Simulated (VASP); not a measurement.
Input:

```yaml
crystal:
  lattice:
    - [0.00000, 2.14858, 2.14858]
    - [2.14858, 0.00000, 2.14858]
    - [2.14858, 2.14858, 0.00000]
  atoms:
    - { symbol: Be, position: [0.25000, 0.25000, 0.25000] }
    - { symbol: Be, position: [0.75000, 0.75000, 0.75000] }
    - { symbol: C, position: [0.00000, 0.00000, 0.00000] }
```

The numbers are results of PBE GGA with D3 dispersion (zero damping), VASP's PBE PAW potentials (set 64) (plane waves; VASP 6.6.1), not measurements. Settings: 520 eV cut-off, 8×8×8 Γ-centred mesh, Gaussian smearing of 0.050 eV, potentials Be C.

Q: Estimate the energy per atom (σ→0), band gap (on the k-mesh) with the smallest direct gap where there is one.

A: 
```
Quantity                                     Result
-----------------------------------  --------------
band gap (on the k-mesh)                    1.17 eV
smallest direct gap (on the k-mesh)         4.17 eV
energy per atom (σ→0)                -6.018 eV/atom
```

The absolute energy has meaning only against runs of the same code, potentials and settings.

The compound is Be2C in the antifluorite structure. It was relaxed first. The start is the result of an earlier pass.
